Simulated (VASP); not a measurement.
```
CELL_PARAMETERS angstrom
      0.00000     3.15407     3.15407
      3.15407     0.00000     3.15407
      3.15407     3.15407     0.00000
ATOMIC_POSITIONS crystal
  Ca 0.00000 0.00000 0.00000
  S  0.25000 0.25000 0.25000
```

The numbers are results of PBE GGA, VASP's PBE PAW potentials (set 64) (plane waves; VASP), not measurements. Run with 400 eV cut-off, Gaussian smearing of 0.050 eV, potentials Ca_sv S.

Problem. Give the energies of bands 6 to 11 at the high-symmetry points, in eV from the valence-band maximum.

Solution. 
| band | Γ | X | U | L | W |
|---|---|---|---|---|---|
| 6 | -0.14 | -1.19 | -0.91 | -1.12 | -0.68 |
| 7 | -0.14 | 0.00 | -0.40 | -0.04 | -0.61 |
| 8 | -0.14 | 0.00 | 0.00 | -0.04 | -0.05 |
| 9 | 3.63 | 3.85 | 4.11 | 5.48 | 4.04 |
| 10 | 5.81 | 5.39 | 5.46 | 5.94 | 5.29 |
| 11 | 5.81 | 6.64 | 6.04 | 5.94 | 6.45 |

The gap is indirect, 3.63 eV, from the valence maximum at U to the conduction minimum at Γ.

The structure was generated: CaS was put into the zinc blende type (F-43m), which need not be its known phase. It was relaxed first, which changed the volume by -8 %.
